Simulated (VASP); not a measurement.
Data:

```yaml
crystal:
  lattice:
    - [3.37129, 0.00000, 0.00000]
    - [-1.68564, 2.91962, 0.00000]
    - [0.00000, 0.00000, 8.72804]
  atoms:
    - { symbol: B, position: [0.33333, 0.66667, 0.25000] }
    - { symbol: B, position: [0.66667, 0.33333, 0.75000] }
    - { symbol: As, position: [0.66667, 0.33333, 0.25000] }
    - { symbol: As, position: [0.33333, 0.66667, 0.75000] }
```

These are PBEsol GGA, VASP's PBE PAW potentials (set 64) (plane waves; VASP 6.6.1) values and carry that method's errors. Settings: 520 eV cut-off, 10×10×4 Γ-centred mesh, tetrahedra with Blöchl corrections, potentials B As.

Without a dispersion term in the relaxation, distances and binding between the weakly bound layers, chains or molecules are unreliable, and so is what depends on them.

Task: What does the run give for the energy per atom (σ→0)?

Result: 
```json
{
 "energy per atom (σ→0)": "-5.630 eV/atom"
}
```

The structure was generated: BAs was put into the layered h-BN type type (P6_3/mmc), which need not be its known phase. It was relaxed first.
